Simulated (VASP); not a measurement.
Something may be wrong with this VASP 6.6.1 calculation of YPPd3.

run.py

```python
from ase.calculators.vasp import Vasp
from ase.dft.dos import DOS
from ase.spacegroup import crystal

atoms = crystal(
    ['Y', 'P', 'Pd'],
    basis=[[0.0, 0.0, 0.0], [0.5, 0.5, 0.5], [0.5, 0.5, 0.0]],
    spacegroup=221,
    setting=1,
    cellpar=[4.15047158, 4.15047158, 4.15047158, 90.0, 90.0, 90.0],
    primitive_cell=True,
)
calc = Vasp(
    directory='calc',
    xc='revpbe',
    pp='PBE',
    setups='minimal',
    pp_version='54',
    prec='Accurate',
    encut=500,
    ediff=1e-07,
    ismear=0,
    lreal=False,
    lasph=True,
    nelm=73,
    algo='Normal',
    isif=2,
    lwave=False,
    lcharg=False,
    lmaxmix=4,
    ldautype=2,
    ldauprint=1,
    ivdw=1,
    lorbit=11,
    sgima=0.02,
    ldau_luj={'Pd': {'L': 2, 'U': 6.2, 'J': 1.0}, 'Y': {'L': 2, 'U': 4.5, 'J': 1.0}},
    kpts=[7, 7, 7],
    gamma=True,
)
atoms.calc = calc

print('energy (eV):', atoms.get_potential_energy())
print('free energy (eV):', atoms.get_potential_energy(force_consistent=True))
print('forces (eV/A):')
print(atoms.get_forces())
print('stress (eV/A^3, Voigt):', atoms.get_stress())
print('Fermi level (eV):', calc.get_fermi_level())
dos = DOS(calc, width=0.05, window=(-10, 10), npts=201)
print('E - E_F (eV), DOS (1/eV)')
for e, g in zip(dos.get_energies(), dos.get_dos()):
    print(f'{e:8.3f} {g:10.4f}')
```

Potentials or basis: VASP PAW PBE potentials, release 54 (Y_sv, P, Pd).

Command:

```sh
$ python run.py
```

Output:

```text
energy (eV): -23.04354473
free energy (eV): -23.0539357
forces (eV/A):
[[0. 0. 0.]
 [0. 0. 0.]
 [0. 0. 0.]
 [0. 0. 0.]
 [0. 0. 0.]]
stress (eV/A^3, Voigt): [-0.31451478 -0.31451478 -0.31451478 -0.          0.         -0.        ]
Fermi level (eV): 10.91218344
[... 203 lines left out ...]
```

OUTCAR:

```text
ENCUT = 500.000000
[... 1003 lines left out ...]
--------------------------------------------------
tot          5.197  10.409  29.374   0.059  45.039
```

Task: Diagnose the run.

Result: The run converged. The input holds a flaw that was put in on purpose: misspelt tag (SIGMA = left out; SGIMA = 0.02). The program doesn't stop on it, so the numbers can't be trusted though the run ends normally.
